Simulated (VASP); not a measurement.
# A VASP study of PbO (Litharge) (PBEsol): structure first, properties next, part 4 of 5

What structure does PbO (Litharge) take at this level, and what are its properties? The start is a cell from a database of measured crystal structures.

VASP 6.6.1, plane waves and PAW; the level of theory is named at each step.

So far, gap on the k-mesh (eV): step 2 (full relaxation (PBEsol)) 1.22; step 5 (density of states (PBEsol)) 1.21; step 6 (optical spectrum (PBEsol)) 1.21. The relaxed cell has a = 3.990, c = 5.046 Å (conventional setting).

The database entry behind the starting cell differs from later determinations by our own check (an axis about 0.4 % long against later determinations), so it need not match the best structure at ambient conditions.

### Step 7. Band structure (PBEsol + SOC)

This step: PBEsol, spin-orbit coupling; plane waves and PAW (Pb_d, O) (VASP 6.6.1).

The mesh alone shows little of the dispersion and can miss band extrema, so KPOINTS_OPT adds a path through the symmetry points after the self-consistent cycle. Spin-orbit coupling needs spinors and the noncollinear program, where each band holds one electron.

Input file INCAR:

```
SYSTEM = PbO
PREC = Accurate
ENCUT = 520
EDIFF = 1E-06
NELM = 100
ISMEAR = 0
SIGMA = 0.05
LREAL = .FALSE.
ALGO = Normal
GGA = PS
LNONCOLLINEAR = .TRUE.
MAGMOM = 0 0 0 0 0 0 0 0 0 0 0 0
NBANDS = 52
GGA_COMPAT = .FALSE.
LASPH = .TRUE.
LSORBIT = .TRUE.
LORBIT = 11
LWAVE = .FALSE.
LCHARG = .FALSE.
KPAR = 4
```

Input file POSCAR:

```
PbO
1.0
    3.9903219130      0.0000000000      0.0000000000
    0.0000000000      3.9903219130      0.0000000000
    0.0000000000      0.0000000000      5.0461551002
Pb O
2 2
Direct
    0.0000000000      0.5000000000      0.2347986345
    0.5000000000      0.0000000000      0.7652013655
    0.0000000000      0.0000000000      0.0000000000
    0.5000000000      0.5000000000      0.0000000000
```

Input file KPOINTS:

```
Automatic mesh
0
Gamma
5 5 4
0 0 0
```

Input file KPOINTS_OPT:

```
Line mode
16
Line-mode
Reciprocal
  0.00000000   0.00000000   0.00000000 GAMMA
  0.00000000   0.50000000   0.00000000 X

  0.00000000   0.50000000   0.00000000 X
  0.50000000   0.50000000   0.00000000 M

  0.50000000   0.50000000   0.00000000 M
  0.00000000   0.00000000   0.00000000 GAMMA

  0.00000000   0.00000000   0.00000000 GAMMA
  0.00000000   0.00000000   0.50000000 Z

  0.00000000   0.00000000   0.50000000 Z
  0.00000000   0.50000000   0.50000000 R

  0.00000000   0.50000000   0.50000000 R
  0.50000000   0.50000000   0.50000000 A

  0.50000000   0.50000000   0.50000000 A
  0.00000000   0.00000000   0.50000000 Z

  0.00000000   0.50000000   0.00000000 X
  0.00000000   0.50000000   0.50000000 R

  0.50000000   0.50000000   0.00000000 M
  0.50000000   0.50000000   0.50000000 A
```

The projector-augmented-wave data sets are Pb_d and O (PBE family, release 64).

Launch:

```
$ mpirun -np 4 vasp_ncl
```

The log of the run:

```text
[... set-up lines as in an earlier step ...]
 entering main loop
       N       E                     dE             d eps       ncg     rms          rms(c)
DAV:   1     0.540142794742E+03    0.54014E+03   -0.18729E+04  1872   0.184E+03
DAV:   2     0.681529632710E+02   -0.47199E+03   -0.44723E+03  1928   0.517E+02
DAV:   3    -0.203997235721E+02   -0.88553E+02   -0.83386E+02  2324   0.242E+02
DAV:   4    -0.273936242260E+02   -0.69939E+01   -0.68745E+01  2464   0.686E+01
DAV:   5    -0.275633755837E+02   -0.16975E+00   -0.16927E+00  2452   0.121E+01    0.112E+01
DAV:   6    -0.237857293887E+02    0.37776E+01   -0.13397E+01  2868   0.409E+01    0.508E+00
DAV:   7    -0.236708893019E+02    0.11484E+00   -0.24246E+00  2492   0.141E+01    0.250E+00
DAV:   8    -0.236442232803E+02    0.26666E-01   -0.55391E-01  2632   0.528E+00    0.783E-01
DAV:   9    -0.236290975752E+02    0.15126E-01   -0.30974E-02  2820   0.289E+00    0.202E-01
DAV:  10    -0.236304011892E+02   -0.13036E-02   -0.10087E-02  2464   0.816E-01    0.118E-01
DAV:  11    -0.236308074096E+02   -0.40622E-03   -0.67311E-04  3044   0.273E-01    0.484E-02
DAV:  12    -0.236307717068E+02    0.35703E-04   -0.33049E-04  2776   0.279E-01    0.341E-02
DAV:  13    -0.236307604422E+02    0.11265E-04   -0.61241E-05  2692   0.831E-02    0.198E-02
DAV:  14    -0.236307578177E+02    0.26245E-05   -0.15438E-05  2556   0.284E-02    0.850E-03
DAV:  15    -0.236307566370E+02    0.11807E-05   -0.20292E-06  1876   0.119E-02    0.255E-03
DAV:  16    -0.236307563509E+02    0.28608E-06   -0.59072E-07  1184   0.746E-03
   1 F= -.23630756E+02 E0= -.23630756E+02  d E =-.948375E-13  mag=     0.0000    -0.0000    -0.0000
 Start KPOINTS_OPT (optional k-point list driver)
k-point batch [1-18\144]
       N       E                     dE             ncg
DAV:   1     0.546760637543E+04   -0.21281E+04     1872
DAV:   2    -0.284849127664E+04   -0.83161E+04     1904
DAV:   3    -0.435814259425E+04   -0.15097E+04     2272
DAV:   4    -0.448250963768E+04   -0.12437E+03     2432
DAV:   5    -0.448621265908E+04   -0.37030E+01     2480
DAV:   6    -0.448638370198E+04   -0.17104E+00     2444
DAV:   7    -0.448639398121E+04   -0.10279E-01     2784
DAV:   8    -0.448639424538E+04   -0.26417E-03     2660
DAV:   9    -0.448639424974E+04   -0.43636E-05     2052
DAV:  10    -0.448639425001E+04   -0.26969E-06     1500
[...]
k-point batch [127-144\144]
       N       E                     dE             ncg
DAV:   1     0.519188347996E+04   -0.19411E+05     1872
DAV:   2    -0.299642368401E+04   -0.81883E+04     1984
DAV:   3    -0.436892324264E+04   -0.13725E+04     2292
DAV:   4    -0.448620214248E+04   -0.11728E+03     2456
DAV:   5    -0.448948359135E+04   -0.32814E+01     2404
DAV:   6    -0.448962735475E+04   -0.14376E+00     2476
DAV:   7    -0.448963727683E+04   -0.99221E-02     2732
DAV:   8    -0.448963752976E+04   -0.25292E-03     2544
DAV:   9    -0.448963753455E+04   -0.47965E-05     2108
DAV:  10    -0.448963753483E+04   -0.27518E-06     1316
```

Run time: 3 min. Hardware: 4 MPI ranks of Intel Xeon 6975P-C (Granite Rapids), shared host; peak memory 1.7 GiB.

Parts of OUTCAR (step 7):

```text
   k-points           NKPTS =     18   k-points in BZ     NKDIM =     18   number of bands    NBANDS=     52

   NELECT =      40.0000    total number of electrons

 E-fermi :   5.0284

 k-point     1 :       0.0000    0.0000    0.0000
  band No.  band energies     occupation
    ...
     36       3.1014      1.00000
     37       3.1942      1.00000
     38       3.1942      1.00000
     39       4.7948      1.00000
     40       4.7948      1.00000
     41       6.9629      0.00000
     42       6.9629      0.00000
     43       9.2590      0.00000
     44       9.2590      0.00000
     45      10.1172      0.00000
    ...

  Total       -0.1158976     -0.1158976      0.0562937      0.0000000      0.0000000      0.0000000
  in kB       -2.3110453     -2.3110453      1.1225190      0.0000000      0.0000000      0.0000000
  external PRESSURE =      -1.1665239 kB  Pullay stress =       0.0000000 kB

 POSITION                                       TOTAL-FORCE (eV/Angst)
 -----------------------------------------------------------------------------------
      0.00000      1.99516      1.18483        -0.000000      0.000000      0.031730
      1.99516      0.00000      3.86132         0.000000      0.000000     -0.031730
      0.00000      0.00000      0.00000         0.000000     -0.000000      0.000000
      1.99516      1.99516      0.00000         0.000000      0.000000      0.000000
 -----------------------------------------------------------------------------------
    total drift:                                0.000000      0.000000      0.000000

  FREE ENERGIE OF THE ION-ELECTRON SYSTEM (eV)
  ---------------------------------------------------
  free  energy   TOTEN  =       -23.6307563509 eV

  energy  without entropy=      -23.6307563509  energy(sigma->0) =      -23.63075635

 Spin-Orbit-Coupling matrix elements
 Ion:    1  E_soc:     -0.7814571
 Ion:    2  E_soc:     -0.7814571
 Ion:    3  E_soc:     -0.0009815
 Ion:    4  E_soc:     -0.0009815

 magnetization (x)
# of ion       s       p       d       tot
------------------------------------------
    1        0.000  -0.000   0.000  -0.000
    2        0.000  -0.000   0.000  -0.000
    3        0.000   0.000   0.000   0.000
    4       -0.000   0.000   0.000  -0.000
--------------------------------------------------
tot         -0.000  -0.000   0.000  -0.000

 magnetization (y)
# of ion       s       p       d       tot
------------------------------------------
    1        0.000   0.000   0.000   0.000
    2        0.000   0.000   0.000   0.000
    3        0.000   0.000   0.000   0.000
    4        0.000   0.000   0.000   0.000
--------------------------------------------------
tot          0.000   0.000   0.000   0.000

 magnetization (z)
# of ion       s       p       d       tot
------------------------------------------
    1        0.000   0.000   0.000   0.000
    2        0.000   0.000   0.000   0.000
    3        0.000  -0.000   0.000  -0.000
    4       -0.000  -0.000   0.000  -0.000
--------------------------------------------------
tot          0.000  -0.000   0.000  -0.000

[... 7 parts as in an earlier step ...]

[... 9 further parts left out ...]
```

LASPH is switched on together with spin-orbit coupling, so the change from the scalar run holds both. VASP adds spin-orbit coupling inside the spheres on scalar-relativistic partial waves, which describe the 6p1/2 states imperfectly, so such gaps can be off by a tenth of an eV or more.

Numbers from this step:

| Quantity | Value |
| --- | --- |
| SCF cycles | 16 |
| irreducible k-points | 18 |
| free energy (TOTEN) | -23.63 eV |
| Fermi energy | 5.028 eV |
| pressure | -0.1167 GPa |
| least gap on mesh and path | 1.194 eV |
| least direct gap on mesh and path | 2.100 eV |
| valence top at k | 0, 0.1, 0 |
| least direct gap at k | 0, 0, 0.1667 |

On-site spin-orbit energy by atom:

```tsv
atom	on-site spin-orbit energy (eV)
Pb1	-0.781
Pb2	-0.781
O3	-0.001
O4	-0.001
```

The electronic bands at the labelled points (eV, zero at the valence-band top; v1 is the highest filled band, c1 the lowest empty one):

```tsv
point	v4	v3	v2	v1	c1	c2	c3	c4
Γ	-1.61	-1.61	-0.01	-0.01	2.16	2.16	4.45	4.45
0.47 of the way	-1.91	-1.91	-0.15	-0.15	3.16	3.16	3.57	3.57
X	-1.63	-1.63	-1.63	-1.63	3.25	3.25	3.25	3.25
0.53 of the way	-1.49	-1.49	-1.35	-1.35	2.32	2.32	2.37	2.37
M	-1.06	-1.06	-1.06	-1.06	1.19	1.19	1.19	1.19
0.47 of the way	-1.27	-1.27	-0.57	-0.57	2.84	2.84	3.13	3.13
Γ	-1.61	-1.61	-0.01	-0.01	2.16	2.16	4.45	4.45
0.47 of the way	-1.62	-1.62	-0.31	-0.31	1.83	1.83	4.01	4.01
Z	-1.63	-1.63	-0.93	-0.93	1.69	1.69	3.62	3.62
0.53 of the way	-1.15	-1.15	-0.92	-0.92	2.12	2.12	3.07	3.07
R	-0.99	-0.99	-0.99	-0.99	2.96	2.96	2.96	2.96
0.53 of the way	-1.57	-1.57	-1.42	-1.42	3.27	3.27	3.33	3.33
A	-1.06	-1.06	-1.06	-1.06	3.33	3.33	3.33	3.33
0.47 of the way	-1.27	-1.27	-1.08	-1.08	2.34	2.34	3.62	3.62
Z	-1.63	-1.63	-0.93	-0.93	1.69	1.69	3.62	3.62
jump to X	-1.63	-1.63	-1.63	-1.63	3.25	3.25	3.25	3.25
0.47 of the way	-1.30	-1.30	-1.30	-1.30	3.12	3.12	3.12	3.12
R	-0.99	-0.99	-0.99	-0.99	2.96	2.96	2.96	2.96
jump to M	-1.06	-1.06	-1.06	-1.06	1.19	1.19	1.19	1.19
0.53 of the way	-1.06	-1.06	-1.06	-1.06	2.08	2.08	2.08	2.08
A	-1.06	-1.06	-1.06	-1.06	3.33	3.33	3.33	3.33
```

Of the projections kept (Pb, O), the largest for each band there; the rest of the weight can lie on other orbitals:

```tsv
point	v4	v3	v2	v1	c1	c2	c3	c4
Γ	O 0.92	O 0.92	O 0.61	O 0.61	Pb 0.80	Pb 0.80	Pb 0.93	Pb 0.93
X	O 0.62	O 0.62	O 0.62	O 0.62	Pb 0.57	Pb 0.57	Pb 0.57	Pb 0.57
M	O 0.97	O 0.97	O 0.97	O 0.97	Pb 0.81	Pb 0.81	Pb 0.81	Pb 0.81
Γ	O 0.92	O 0.92	O 0.61	O 0.61	Pb 0.80	Pb 0.80	Pb 0.93	Pb 0.93
Z	O 0.91	O 0.91	O 0.79	O 0.79	Pb 0.86	Pb 0.86	Pb 0.90	Pb 0.90
R	O 0.69	O 0.69	O 0.69	O 0.69	O 0.59	O 0.59	O 0.59	O 0.59
```

The gap moves by -0.01 eV against PBEsol, which ran on another mesh.

### Step 8. A semilocal run for the hybrid's start

This step: PBEsol; plane waves and PAW (Pb_d, O) (VASP 6.6.1).

A hybrid converges badly from random orbitals, so a cheap semilocal run writes a WAVECAR on the same mesh first.

Input file INCAR:

```
SYSTEM = PbO
PREC = Accurate
ENCUT = 520
EDIFF = 1E-05
NELM = 100
ISMEAR = 0
SIGMA = 0.05
LREAL = .FALSE.
ALGO = Normal
GGA = PS
NBANDS = 26
LORBIT = 11
LWAVE = .TRUE.
LCHARG = .FALSE.
KPAR = 4
```

POSCAR is that of step 7.

Input file KPOINTS:

```
Automatic mesh
0
Gamma
4 4 3
0 0 0
```

Launch:

```
$ mpirun -np 4 vasp_std
```

The log of the run:

```text
[... set-up lines as in an earlier step ...]
 entering main loop
       N       E                     dE             d eps       ncg     rms          rms(c)
DAV:   1     0.457852300001E+03    0.45785E+03   -0.20046E+04   624   0.183E+03
DAV:   2     0.374814563993E+02   -0.42037E+03   -0.40901E+03   624   0.462E+02
DAV:   3    -0.243271228571E+02   -0.61809E+02   -0.60868E+02   846   0.193E+02
DAV:   4    -0.269140089524E+02   -0.25869E+01   -0.25774E+01   720   0.398E+01
DAV:   5    -0.269868236989E+02   -0.72815E-01   -0.72778E-01   746   0.729E+00    0.114E+01
DAV:   6    -0.230906037494E+02    0.38962E+01   -0.23342E+01   944   0.405E+01    0.525E+00
DAV:   7    -0.229145529022E+02    0.17605E+00   -0.26623E+00   790   0.122E+01    0.245E+00
DAV:   8    -0.228881883996E+02    0.26365E-01   -0.64024E-01   704   0.541E+00    0.109E+00
DAV:   9    -0.228675491045E+02    0.20639E-01   -0.91757E-02   998   0.258E+00    0.263E-01
DAV:  10    -0.228687871497E+02   -0.12380E-02   -0.13559E-02   780   0.770E-01    0.719E-02
DAV:  11    -0.228687170150E+02    0.70135E-04   -0.17045E-03  1070   0.334E-01    0.684E-02
DAV:  12    -0.228686588640E+02    0.58151E-04   -0.22959E-04   842   0.163E-01    0.249E-02
DAV:  13    -0.228686539481E+02    0.49159E-05   -0.66287E-05   684   0.536E-02
   1 F= -.22868654E+02 E0= -.22868654E+02  d E =-.813898E-14
 writing wavefunctions
```

It took 4.8 s on 4 MPI ranks; peak memory 0.73 GiB; 16 s of CPU time.

Parts of OUTCAR (step 8):

```text
   k-points           NKPTS =     12   k-points in BZ     NKDIM =     12   number of bands    NBANDS=     26

   NELECT =      40.0000    total number of electrons

 E-fermi :   5.0852

 k-point     1 :       0.0000    0.0000    0.0000
  band No.  band energies     occupation
    ...
     16       0.5733      2.00000
     17       3.1689      2.00000
     18       3.1962      2.00000
     19       3.1962      2.00000
     20       4.8352      2.00000
     21       7.1158      0.00000
     22      10.1735      0.00000
     23      10.4952      0.00000
     24      10.4952      0.00000
     25      11.3694      0.00000
    ...

  Total        0.0141943      0.0141943      0.0373962      0.0000000      0.0000000      0.0000000
  in kB        0.2830404      0.2830404      0.7456955      0.0000000      0.0000000      0.0000000
  external PRESSURE =       0.4372587 kB  Pullay stress =       0.0000000 kB

 POSITION                                       TOTAL-FORCE (eV/Angst)
 -----------------------------------------------------------------------------------
      0.00000      1.99516      1.18483         0.000000     -0.000000      0.006666
      1.99516      0.00000      3.86132        -0.000000     -0.000000     -0.006666
      0.00000      0.00000      0.00000         0.000000     -0.000000      0.000000
      1.99516      1.99516      0.00000        -0.000000      0.000000      0.000000
 -----------------------------------------------------------------------------------
    total drift:                                0.000000      0.000000      0.000000

  FREE ENERGIE OF THE ION-ELECTRON SYSTEM (eV)
  ---------------------------------------------------
  free  energy   TOTEN  =       -22.8686539481 eV

  energy  without entropy=      -22.8686539481  energy(sigma->0) =      -22.86865395

[... 7 parts as in an earlier step ...]

[... 9 further parts left out ...]
```

A gap read on the k-mesh alone can miss the band edges.

Numbers from this step:

```
SCF cycles                     : 13
bands                          : 26
irreducible k-points           : 12
free energy (TOTEN)            : -22.87 eV
Fermi energy                   : 5.085 eV
pressure                       : 0.04373 GPa
valence top at k               : 0, 0, 0
least direct gap at k          : 0.5, 0.5, 0
gap on the k-mesh              : 1.223 eV
least direct gap on the k-mesh : 2.230 eV
```

(Part 4 of 5 ends here.)

[Lines on the potential files, build, host, timing and source positions are cut from VASP's logs without a mark.]

[Logs are printed without paths, hosts, clocks, repeated set-up lines and the standing remarks that a program may print on its own settings, such as how far it seeks lower states.]

[Hosts, paths, dates, database ids (printed as entryN), source tags and the programs' standing remarks are cut or masked in the printed files.]

[A measured line is paired with the nearest computed mode of its activity, which favours agreement.]
